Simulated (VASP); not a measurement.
## CdSnSeS: structure and properties in VASP

Wanted: the relaxed cell of CdSnSeS and its properties. The steps: rough relaxation of the start cell, full relaxation (BLYP), single point with fields (BLYP), bands along the symmetry lines (BLYP), total and projected DOS (BLYP), band structure (HSE06) and core levels (BLYP). The cell is invented: it takes the structure of a Materials Project entry for SnTePbSe (space group 160 there), with some of its atoms replaced by other elements, volume scaled by an estimate. It may not be a known or stable phase. Left out of this account: 2 further runs (dielectric: a response that the mesh can't converge at so small a gap; bands with BLYP: it ended just at its time limit, and its output was not read).

Method: BLYP; plane waves and PAW (Sn_d, Cd, Se, S), in the first sound run; inputs show where later runs differ, in VASP 6.6.1.

Report form: the programs' logs are mostly left out.

## 1. The structure

Before any relaxation, the start is as follows. The structure is trigonal, space group R3m (No. 160). The conventional cell has a = 4.222 Å, b = 4.222 Å, c = 20.687 Å, α = 90.00°, β = 90.00°, γ = 120.00°. Nearest to Sn lie 3 Se at 2.91 Å and 3 S at 3.01 Å. Nearest to Cd lie 3 Se at 2.95 Å and 3 S at 3.08 Å. Nearest to Se lie 3 Sn at 2.91 Å and 3 Cd at 2.95 Å. Nearest to S lie 3 Sn at 3.01 Å and 3 Cd at 3.08 Å. It derives from SnTePbSe. it takes the structure of a Materials Project entry for SnTePbSe (space group 160 there), with some of its atoms replaced by other elements, volume scaled by an estimate. Farther neighbours and most contacts between anions are not listed.

## 2. Rough relaxation of the start cell

The start is only an estimate, so a cheap relaxation brings it near a minimum before any careful run. BLYP comes from molecular chemistry and underbinds dense solids.

INCAR

```
SYSTEM = CdSnSeS
PREC = Normal
ENCUT = 400
EDIFF = 1E-05
NELM = 60
ISMEAR = 0
SIGMA = 0.05
LREAL = .FALSE.
ALGO = Fast
GGA = B5
ALDAX = 1
AGGAX = 1
AGGAC = 1
ALDAC = 0
NBANDS = 25
LORBIT = 11
LWAVE = .FALSE.
LCHARG = .FALSE.
KPAR = 2
IBRION = 2
NSW = 40
ISIF = 3
EDIFFG = -0.04
```

POSCAR

```
CdSnSeS
1.0
    2.1109610000      1.2187640000      6.8958070000
   -2.1109610000      1.2187640000      6.8958070000
    0.0000000000     -2.4375280000      6.8958070000
Sn Cd Se S
1 1 1 1
Direct
    0.4952740000      0.4952740000      0.4952740000
    0.0052560000      0.0052560000      0.0052560000
    0.7519760000      0.7519760000      0.7519760000
    0.2474940000      0.2474940000      0.2474940000
```

KPOINTS

```
Automatic mesh
0
Gamma
5 5 5
0 0 0
```

The projector-augmented-wave data sets are Sn_d, Cd, Se and S (PBE family, release 64).

Started as:

```sh
> mpirun -np 2 vasp_std
```

Wall time 77 s (2 MPI ranks of Intel Xeon 6975P-C (Granite Rapids), shared host); peak memory 0.46 GiB.

The gap is read on the k-mesh alone, so it is an upper bound where the band edges lie off the mesh. This relaxation is a rough one on cheap settings, only to bring the start near its minimum. The PAW data sets were made with PBE, which is usual practice but a small mismatch for other functionals. The run keeps the 6 symmetry operations of its start, so it cannot find a distortion of lower symmetry.

Relaxation path:

| step | energy less that of the first step (eV) | largest force (eV/Å) | pressure (GPa) | volume (Å³) |
| --- | --- | --- | --- | --- |
| 1 | 0.0000 | 1.3580 | 0.16 | 106.45 |
| 2 | -0.1618 | 0.8502 | -0.46 | 106.86 |
| 3 | -0.2919 | 0.1873 | -1.32 | 107.75 |
| 4 | -0.3084 | 0.2090 | 0.96 | 102.95 |
| 5 | -0.3121 | 0.1533 | 0.22 | 104.33 |
| 6 | -0.3196 | 0.0840 | 0.14 | 104.67 |
| 7 | -0.3222 | 0.0328 | 0.03 | 104.94 |

```
conventional cell, symmetrised  before   after  change
                         a (Å)   4.222   4.220  -0.1 %
                         b (Å)   4.222   4.220  -0.1 %
                         c (Å)  20.687  20.417  -1.3 %
              volume (Å³/atom)   26.61   26.24  -1.4 %
```

The atoms that moved most (Å, as changes of fractional coordinates times the final cell):

```csv
atom,dx,dy,dz,length
Se3,0.000,0.000,-0.210,0.210
Sn1,0.000,0.000,0.209,0.209
S4,0.000,0.000,0.110,0.110
Cd2,0.000,0.000,-0.108,0.108
```

The relaxed structure:

```cif
data_structure
_symmetry_space_group_name_H-M 'P 1'
_symmetry_Int_Tables_number 1
_cell_length_a 7.2286
_cell_length_b 7.2286
_cell_length_c 7.2286
_cell_angle_alpha 33.940
_cell_angle_beta 33.940
_cell_angle_gamma 33.940
_cell_volume 104.94
loop_
_atom_site_label
_atom_site_type_symbol
_atom_site_fract_x
_atom_site_fract_y
_atom_site_fract_z
_atom_site_occupancy
Sn1 Sn 0.50551 0.50551 0.50551 1
Cd2 Cd 0.99995 0.99995 0.99995 1
Se3 Se 0.74167 0.74167 0.74167 1
S4 S 0.25288 0.25288 0.25288 1
```

This step gave:

```yaml
electrons: 38
bands: 25
irreducible_k_points: 19
symmetry_operations: 6
free_energy_toten: -11.74 eV
fermi_energy: 4.342 eV
pressure: 0.03012 GPa
metallic: no
valence_top_at_k: -0.2, 0.2, 0
conduction_bottom_at_k: 0.4, 0, 0
least_direct_gap_at_k: 0.4, 0.4, 0.4
scf_cycles_over_all_ionic_steps: 56
gap_on_the_k_mesh: 0.7047 eV
least_direct_gap_on_the_k_mesh: 1.018 eV
```

It ends with a largest force of 0.033 eV/Å and a pressure of 0.03 GPa.

## 3. Full relaxation (BLYP)

Properties are meant for the cell that this level of theory prefers, so cell and atoms are relaxed first (ISIF = 3) until forces and stress are small; EDIFFG sets the threshold.

INCAR

```
SYSTEM = CdSnSeS
PREC = Accurate
ENCUT = 400
EDIFF = 1E-06
NELM = 100
ISMEAR = 0
SIGMA = 0.05
LREAL = .FALSE.
ALGO = Normal
GGA = B5
ALDAX = 1
AGGAX = 1
AGGAC = 1
ALDAC = 0
NBANDS = 25
LORBIT = 11
LWAVE = .FALSE.
LCHARG = .FALSE.
KPAR = 2
IBRION = 2
NSW = 60
ISIF = 3
EDIFFG = -0.01
```

POSCAR

```
CdSnSeS
1.0
    2.1098165642      1.2181032593      6.8057184161
   -2.1098165642      1.2181032593      6.8057184161
    0.0000000000     -2.4362065186      6.8057184161
Sn Cd Se S
1 1 1 1
Direct
    0.5055058855      0.5055058855      0.5055058855
    0.9999481820      0.9999481820      0.9999481820
    0.7416676960      0.7416676960      0.7416676960
    0.2528782364      0.2528782364      0.2528782364
```

KPOINTS

```
Automatic mesh
0
Gamma
7 7 7
0 0 0
```

Started as:

```sh
> mpirun -np 2 vasp_std
```

Elapsed: 2.8 min, on 2 MPI ranks; peak memory 0.76 GiB.

Step by step:

```
step  energy less that of the first step (eV)  largest force (eV/Å)  pressure (GPa)  volume (Å³)
   1                                   0.0000                0.0524           -0.11       104.94
   2                                  -0.0005                0.0426            0.02       104.66
   3                                  -0.0006                0.0352            0.15       104.45
   4                                  -0.0009                0.0156            0.05       104.61
   5                                  -0.0009                0.0097            0.02       104.66
```

```
conventional cell, symmetrised  before   after  change
                         a (Å)   4.220   4.208  -0.3 %
                         b (Å)   4.220   4.208  -0.3 %
                         c (Å)  20.417  20.471  +0.3 %
              volume (Å³/atom)   26.24   26.16  -0.3 %
```

Final coordinates:

```xyz
4
Lattice="2.1042 1.2148 6.8237 -2.1042 1.2148 6.8237 0.0000 -2.4297 6.8237" Properties=species:S:1:pos:R:3 pbc="T T T"
Sn    0.0000    0.0000   10.3417
Cd    0.0000    0.0000   20.4737
Se    0.0000    0.0000   15.1920
S     0.0000    0.0000    5.1703
```

Numbers from this step:

```
irreducible k-points            : 44
free energy (TOTEN)             : -11.77 eV
Fermi energy                    : 4.386 eV
pressure                        : 0.02273 GPa
valence top at k                : -0.4286, 0.4286, 0.4286
conduction bottom at k          : 0.4286, 0, 0
least direct gap at k           : 0.4286, 0.4286, 0.4286
SCF cycles over all ionic steps : 36
gap on the k-mesh               : 0.5709 eV
least direct gap on the k-mesh  : 0.8936 eV
```

It ends with a largest force of 0.010 eV/Å and a pressure of 0.02 GPa.

## 4. Single point with fields (BLYP)

A single point on the relaxed cell gives a clean self-consistent state, with density, ELF and potential written out.

Edit INCAR of step 3 so:

```diff
@@ -17,7 +17,5 @@
 LWAVE = .FALSE.
-LCHARG = .FALSE.
-KPAR = 2
-IBRION = 2
-NSW = 60
-ISIF = 3
-EDIFFG = -0.01
+LCHARG = .TRUE.
+ISIF = 2
+LELF = .TRUE.
+LVHAR = .TRUE.
```

POSCAR

```
CdSnSeS
1.0
    2.1041712254      1.2148439206      6.8236988141
   -2.1041712254      1.2148439206      6.8236988141
    0.0000000000     -2.4296878413      6.8236988141
Sn Cd Se S
1 1 1 1
Direct
    0.5051875393      0.5051875393      0.5051875393
    0.0001288602      0.0001288602      0.0001288602
    0.7421171600      0.7421171600      0.7421171600
    0.2525664404      0.2525664404      0.2525664404
```

KPOINTS

```
Automatic mesh
0
Gamma
8 8 8
0 0 0
```

Started as:

```sh
> mpirun -np 2 vasp_std
```

Elapsed: 72 s, on 2 MPI ranks; peak memory 0.57 GiB; 2.3 min of CPU time.

This step gave:

- SCF cycles: 14
- bands: 26
- irreducible k-points: 65
- Fermi energy: 4.336 eV
- pressure: 0.01565 GPa
- valence top at k: 0.5, 0.375, 0.375
- conduction bottom at k: 0.5, 0, 0
- least direct gap at k: 0.5, 0.5, 0.5
- gap on the k-mesh: 0.4024 eV
- least direct gap on the k-mesh: 0.7166 eV

Valence electrons inside each PAW sphere by angular momentum. Sphere charges, by row:

| atom | s (e) | p (e) | d (e) | tot (e) |
| --- | --- | --- | --- | --- |
| Sn1 | 1.421 | 0.595 | 9.984 | 12 |
| Cd2 | 0.409 | 0.203 | 9.573 | 10.18 |
| Se3 | 1.476 | 2.335 | 0.016 | 3.827 |
| S4 | 1.364 | 2.32 | 0 | 3.684 |

Electrostatic potential energy in the ac plane of the conventional cell at fractional y = 0.000, with atoms of Sn and Cd and Se and S within 0.2 Å of it. With pseudopotentials it is smooth inside the atoms' cores, unlike the true potential.

Values in eV, 24 rows by 14 columns, each cell a mean:
```
-14 -13 -10  -6   0   2   2   3   2   1  -2  -8 -12 -13
 -2  -1   1   2   2   1   0   0   1   2   2   1   0  -1
  3   3   3   3   2   1   0   0   1   2   2   3   3   3
  3   3   3   2   0  -1  -2  -2  -2   0   1   2   3   3
 -1   0   1   1   0  -1  -2  -2  -2  -1   1   1   1   0
-52 -46 -23  -3   1   2   2   2   2   2   0  -9 -36 -50
-48 -42 -20  -3   1   2   2   2   2   2   0  -8 -32 -46
  1   1   2   2   1   0  -1  -2  -1   1   2   2   2   1
  3   3   3   3   1   0  -1  -1  -1   1   2   3   3   3
  3   3   3   3   2   1   0  -1   0   1   2   3   3   3
 -6  -4  -1   1   2   2   2   1   2   2   1   0  -2  -5
-56 -52 -37 -12  -2   1   2   3   2   0  -5 -23 -46 -55
-57 -54 -40 -13  -2   1   2   3   2   0  -5 -25 -49 -56
 -8  -5  -2   0   2   2   2   1   2   2   1   0  -3  -7
  3   3   3   3   2   2   1   1   1   2   3   3   3   3
  3   3   3   2   1   0  -1  -1  -1   1   2   3   3   3
-13  -9  -3   0   1   0  -1  -1   0   1   1   0  -5 -11
-31 -44 -35  -8   0   2   3   3   2   2  -2 -19 -44 -38
-31 -28 -15  -3   1   2   2   2   2   2   0  -7 -22 -31
  2   2   2   1   0  -1  -2  -2  -2   0   1   2   2   2
  3   3   2   2   0  -1  -2  -2  -2  -1   1   2   3   3
  3   3   3   3   2   1   0   0   1   2   2   3   3   3
 -4  -3  -1   1   2   2   2   2   2   2   2   0  -2  -4
-15 -14 -12  -7  -1   2   3   3   3   1  -3 -10 -13 -14
```
Columns run along a (4.2 Å; values clipped at the 3rd and 97th percentile), rows up along c (20.5 Å), edges of the conventional cell, whose origin can differ from the input's. Atoms in or near the plane, at fractional coordinates: Sn at (0.00, 0.49), Cd at (0.00, 0.00), Se at (0.00, 0.26), S at (0.00, 0.75).

Valence density in the ac plane of the conventional cell at fractional y = 0.000, with atoms of Sn and Cd and Se and S within 0.2 Å of it. It is the smooth field of the valence electrons, not physical close to the nuclei.

Ten steps, logarithmic in the rise over the least value, from '0' (0.02 × 1e0 e/Å³) to '9' (6.87 × 1e0 e/Å³), each cell a mean:
```
98632111112578
22112233222122
00011222221000
00001222211000
33221222222223
55542111123455
55542110123455
32211122211223
00001222221000
00012233321000
32211222221222
98642100113579
99642111113589
32212222221223
00011223221000
00011222211000
44322122122334
24543110123554
45432110113445
22111222211112
00001222221000
00011233221000
33211222221223
98642111113579
```
Columns run along a (4.2 Å), rows up along c (20.5 Å), edges of the conventional cell, whose origin can differ from the input's. Atoms in or near the plane, at fractional coordinates: Sn at (0.00, 0.49), Cd at (0.00, 0.00), Se at (0.00, 0.26), S at (0.00, 0.75).

ELF in the ac plane of the conventional cell at fractional y = 0.000, with atoms of Sn and Cd and Se and S within 0.2 Å of it. It is the smooth field of the valence electrons, not physical close to the nuclei.

Values, 24 rows by 14 columns, each cell a mean:
```
0.11 0.14 0.22 0.20 0.18 0.24 0.31 0.33 0.29 0.21 0.18 0.22 0.19 0.12
0.15 0.14 0.15 0.23 0.42 0.60 0.69 0.70 0.66 0.53 0.32 0.18 0.14 0.15
0.03 0.03 0.07 0.16 0.30 0.42 0.49 0.51 0.46 0.37 0.23 0.11 0.05 0.03
0.07 0.06 0.06 0.11 0.20 0.27 0.30 0.31 0.29 0.24 0.15 0.08 0.06 0.07
0.63 0.58 0.46 0.32 0.24 0.25 0.29 0.30 0.27 0.24 0.26 0.38 0.52 0.61
0.61 0.76 0.83 0.75 0.52 0.24 0.12 0.11 0.16 0.36 0.64 0.81 0.82 0.68
0.67 0.78 0.84 0.75 0.50 0.21 0.09 0.08 0.13 0.33 0.63 0.81 0.83 0.72
0.56 0.51 0.39 0.24 0.15 0.13 0.14 0.14 0.13 0.13 0.18 0.31 0.45 0.54
0.04 0.04 0.06 0.11 0.17 0.23 0.25 0.25 0.24 0.21 0.14 0.08 0.04 0.04
0.03 0.04 0.09 0.22 0.42 0.59 0.67 0.68 0.64 0.52 0.33 0.15 0.06 0.03
0.31 0.28 0.24 0.23 0.30 0.44 0.55 0.58 0.51 0.37 0.26 0.22 0.26 0.30
0.29 0.29 0.41 0.40 0.28 0.17 0.12 0.12 0.14 0.22 0.34 0.42 0.35 0.27
0.31 0.27 0.39 0.38 0.27 0.20 0.18 0.18 0.18 0.23 0.32 0.41 0.33 0.25
0.30 0.27 0.23 0.22 0.31 0.47 0.60 0.62 0.55 0.39 0.25 0.21 0.25 0.29
0.03 0.04 0.06 0.15 0.29 0.42 0.50 0.52 0.47 0.37 0.22 0.10 0.05 0.03
0.16 0.14 0.11 0.09 0.11 0.14 0.15 0.15 0.15 0.13 0.10 0.10 0.12 0.15
0.74 0.72 0.65 0.48 0.28 0.16 0.14 0.14 0.14 0.20 0.37 0.57 0.69 0.73
0.60 0.75 0.84 0.82 0.64 0.32 0.11 0.08 0.18 0.47 0.75 0.85 0.82 0.67
0.78 0.81 0.81 0.70 0.48 0.24 0.12 0.11 0.16 0.34 0.59 0.77 0.82 0.80
0.47 0.42 0.32 0.24 0.22 0.26 0.29 0.30 0.28 0.24 0.22 0.27 0.37 0.45
0.03 0.04 0.06 0.11 0.20 0.26 0.30 0.30 0.28 0.24 0.16 0.08 0.04 0.03
0.03 0.04 0.08 0.17 0.31 0.44 0.53 0.54 0.50 0.39 0.24 0.12 0.05 0.04
0.17 0.16 0.14 0.16 0.28 0.45 0.56 0.58 0.52 0.37 0.21 0.14 0.15 0.17
0.08 0.10 0.21 0.21 0.14 0.12 0.13 0.13 0.13 0.13 0.16 0.23 0.16 0.07
```
Columns run along a (4.2 Å), rows up along c (20.5 Å), edges of the conventional cell, whose origin can differ from the input's. Atoms in or near the plane, at fractional coordinates: Sn at (0.00, 0.49), Cd at (0.00, 0.00), Se at (0.00, 0.26), S at (0.00, 0.75).

In this run the pressure is 0.02 GPa, small enough to go on.

## 5. Bands along the symmetry lines (BLYP)

The mesh alone shows little of the dispersion and can miss band extrema, so KPOINTS_OPT adds a path through the symmetry points after the self-consistent cycle.

Edit INCAR of step 4 so:

```diff
@@ -14,8 +14,6 @@
 ALDAC = 0
-NBANDS = 25
+NBANDS = 33
 LORBIT = 11
 LWAVE = .FALSE.
-LCHARG = .TRUE.
-ISIF = 2
-LELF = .TRUE.
-LVHAR = .TRUE.
+LCHARG = .FALSE.
+KPAR = 2
```

POSCAR is that of step 4.

KPOINTS is that of step 4.

KPOINTS_OPT

```
Line mode
16
Line-mode
Reciprocal
  0.00000000   0.00000000   0.00000000 GAMMA
  0.50000000   0.00000000   0.00000000 L

  0.50000000   0.00000000   0.00000000 L
  0.50000000   0.18779718  -0.18779718 B1

  0.81220282   0.50000000   0.18779718 B
  0.50000000   0.50000000   0.50000000 Z

  0.50000000   0.50000000   0.50000000 Z
  0.00000000   0.00000000   0.00000000 GAMMA

  0.00000000   0.00000000   0.00000000 GAMMA
  0.34389859   0.00000000  -0.34389859 X

  0.65610141   0.34389859   0.00000000 Q
  0.50000000   0.50000000   0.00000000 F

  0.50000000   0.50000000   0.00000000 F
  0.65610141   0.65610141   0.18779718 P1

  0.65610141   0.65610141   0.18779718 P1
  0.50000000   0.50000000   0.50000000 Z

  0.50000000   0.00000000   0.00000000 L
  0.81220282   0.34389859   0.34389859 P
```

Started as:

```sh
> mpirun -np 2 vasp_std
```

Wall time 3.2 min (2 MPI ranks); peak memory 0.92 GiB; 6.4 min of CPU time.

Spin-orbit coupling is off here; with elements this heavy it splits and shifts levels by tenths of an eV or more.

This step gave:

```yaml
bands: 33
fermi_energy: 4.335 eV
pressure: 0.01468 GPa
least_gap_on_mesh_and_path: 0.3706 eV
least_direct_gap_on_mesh_and_path: 0.7166 eV
valence_top_at_k: 0.5624, 0.5, 0.4376
```

Electronic bands along the path, in eV, zero at the valence-band top; v1 is the highest filled band, c1 the lowest empty one:

```
          point     v4     v3     v2     v1    c1    c2    c3    c4
              Γ  -1.76  -1.61  -0.99  -0.99  1.42  2.57  2.57  2.87
0.47 of the way  -2.08  -1.70  -1.45  -0.40  1.14  2.73  3.21  3.62
              L  -2.84  -2.43  -1.87  -1.14  0.37  3.17  3.58  4.54
0.47 of the way  -3.20  -2.68  -2.41  -0.31  1.41  2.62  2.83  4.46
             B1  -3.38  -2.35  -2.09  -0.82  0.85  2.91  3.65  3.96
      jump to B  -3.38  -2.35  -2.09  -0.82  0.85  2.91  3.65  3.96
0.53 of the way  -2.53  -1.87  -1.53  -0.64  1.24  2.76  2.91  3.99
              Z  -1.74  -1.07  -1.07  -0.11  0.61  3.02  3.02  4.08
0.53 of the way  -1.75  -1.03  -1.03  -0.92  1.14  2.75  2.75  3.24
              Γ  -1.76  -1.61  -0.99  -0.99  1.42  2.57  2.57  2.87
0.53 of the way  -3.07  -2.39  -1.11  -0.08  1.65  2.68  2.98  3.15
              X  -3.15  -2.61  -1.99  -0.80  1.16  2.57  3.65  4.00
      jump to Q  -3.15  -2.61  -1.99  -0.80  1.16  2.57  3.65  4.00
0.47 of the way  -2.58  -2.13  -1.76  -1.50  1.45  2.03  3.26  4.18
              F  -2.85  -2.77  -1.19  -1.14  1.33  2.66  2.81  3.00
0.53 of the way  -2.83  -2.64  -1.35  -1.18  1.47  2.31  2.71  3.52
             P1  -2.78  -2.38  -1.66  -1.28  1.61  2.00  2.84  4.01
0.53 of the way  -2.29  -2.12  -1.04  -0.63  1.70  2.56  2.91  3.27
              Z  -1.74  -1.07  -1.07  -0.11  0.61  3.02  3.02  4.08
      jump to L  -2.84  -2.43  -1.87  -1.14  0.37  3.17  3.58  4.54
0.47 of the way  -2.58  -2.40  -1.65  -1.52  0.79  2.73  3.33  4.60
              P  -2.78  -2.38  -1.66  -1.28  1.61  2.00  2.84  4.01
```

Of the projections kept (Sn, Cd, Se, S), the largest for each band there; the rest of the weight can lie on other orbitals:

```
point       v4       v3       v2       v1       c1       c2       c3       c4
    Γ   S 0.84   S 0.48  Se 0.84  Se 0.84  Sn 0.51  Sn 0.83  Sn 0.83  Cd 0.37
    L  Se 0.68   S 0.80  Se 0.81   S 0.35  Cd 0.47  Sn 0.41  Sn 0.66  Se 0.37
   B1  Se 0.47   S 0.64  Se 0.67  Se 0.33  Cd 0.41  Sn 0.50  Sn 0.60   S 0.29
    B  Se 0.47   S 0.64  Se 0.67  Se 0.33  Cd 0.41  Sn 0.50  Sn 0.60   S 0.29
    Z   S 0.88  Se 0.88  Se 0.88   S 0.36  Sn 0.40  Sn 0.85  Sn 0.85  Cd 0.36
    Γ   S 0.84   S 0.48  Se 0.84  Se 0.84  Sn 0.51  Sn 0.83  Sn 0.83  Cd 0.37
```

The path lowers the gap by 0.03 eV against the mesh alone, so a band edge lies off the mesh.

## 6. Total and projected DOS (BLYP)

Here the states are counted by energy and projected on the atoms. The mesh is finer than in the run before.

Edit INCAR of step 5 so:

```diff
@@ -5,3 +5,3 @@
 NELM = 100
-ISMEAR = 0
+ISMEAR = -5
 SIGMA = 0.05
@@ -19 +19,2 @@
 KPAR = 2
+NEDOS = 2001
```

POSCAR is that of step 5.

KPOINTS

```
Automatic mesh
0
Gamma
11 11 11
0 0 0
```

Started as:

```sh
> mpirun -np 2 vasp_std
```

The job ended after 3.1 min (2 MPI ranks; peak memory 1.1 GiB).

This step gave:

| Item | Value |
| --- | --- |
| irreducible k-points | 146 |
| Fermi energy | 4.168 eV |
| pressure | 0.01415 GPa |
| valence top at k | -0.4545, 0.4545, 0.4545 |
| conduction bottom at k | 0.4545, 0, 0 |
| least direct gap at k | 0.4545, 0.4545, 0.4545 |
| gap on the k-mesh | 0.4240 eV |
| least direct gap on the k-mesh | 0.7935 eV |

The density of states has structure finer than the step of the table below, so its rows give means over 0.5 eV, whole bins alone (the curve runs from -12.0 to 6.64 eV). Peaks (eV: height): total -8.40: 53.0, -8.27: 37.7, -8.19: 38.3, -6.80: 6.56; Sn s -8.40: 0.474, -6.80: 3.38, -6.65: 3.22; Cd d -8.40: 47.7, -8.27: 35.3, -8.19: 36.2.

States under -12.0 eV and over 6.6 eV are left out. The density of states by energy, zero at the valence-band top; means over each step; values in states/eV/cell:

| energy (eV) | total | Sn s | Cd d |
| --- | --- | --- | --- |
| -9.0 | 0 | 0 | 0 |
| -8.5 | 13.6 | 0.0803 | 12.4 |
| -8.0 | 7.62 | 0.0102 | 7.08 |
| -7.5 | 0 | 0 | 0 |
| -7.0 | 1.81 | 0.921 | 0.0866 |
| -6.5 | 2.14 | 1.04 | 0.109 |
| -6.0 | 0 | 0 | 0 |
| -5.5 | 0 | 0 | 0 |
| -5.0 | 0 | 0 | 0 |
| -4.5 | 2.62 | 0.0161 | 0.0295 |
| -4.0 | 1.69 | 0.0273 | 0.0150 |
| -3.5 | 2.05 | 0.0437 | 0.0239 |
| -3.0 | 2.78 | 0.0294 | 0.0356 |
| -2.5 | 3.64 | 0.0333 | 0.0495 |
| -2.0 | 3.73 | 0.0472 | 0.0583 |
| -1.5 | 3.35 | 0.0634 | 0.0755 |
| -1.0 | 2.18 | 0.151 | 0.0485 |
| -0.5 | 1.72 | 0.234 | 0.0368 |
| 0.0 | 0.279 | 0.0411 | 0.00616 |
| 0.5 | 0.123 | 8.9e-4 | 3.9e-4 |
| 1.0 | 1.64 | 0.0188 | 0.00695 |
| 1.5 | 2.12 | 0.0262 | 0.00866 |
| 2.0 | 0.670 | 0.00776 | 0.00278 |
| 2.5 | 2.86 | 0.0117 | 0.0111 |
| 3.0 | 3.66 | 0.00550 | 0.0229 |
| 3.5 | 1.81 | 0.00937 | 0.0126 |
| 4.0 | 2.22 | 0.0158 | 0.00960 |
| 4.5 | 1.04 | 0.00538 | 0.00632 |
| 5.0 | 2.08 | 0.00845 | 0.0247 |
| 5.5 | 1.54 | 0.00422 | 0.0153 |
| 6.0 | 3.48 | 0.0122 | 0.0268 |

The gap on this mesh is 0.42 eV, over the 0.37 eV of the band run, since this mesh misses a band edge.

(Part 1 of 2 ends here.)

[Lines on the potential files, build, host, timing and source positions are cut from VASP's logs without a mark.]

[Logs are printed without paths, hosts, clocks, repeated set-up lines and the standing remarks that a program may print on its own settings, such as how far it seeks lower states.]

[Hosts, paths, dates, database ids (printed as entryN), source tags and the programs' standing remarks are cut or masked in the printed files.]

[A measured line is paired with the nearest computed mode of its activity, which favours agreement.]
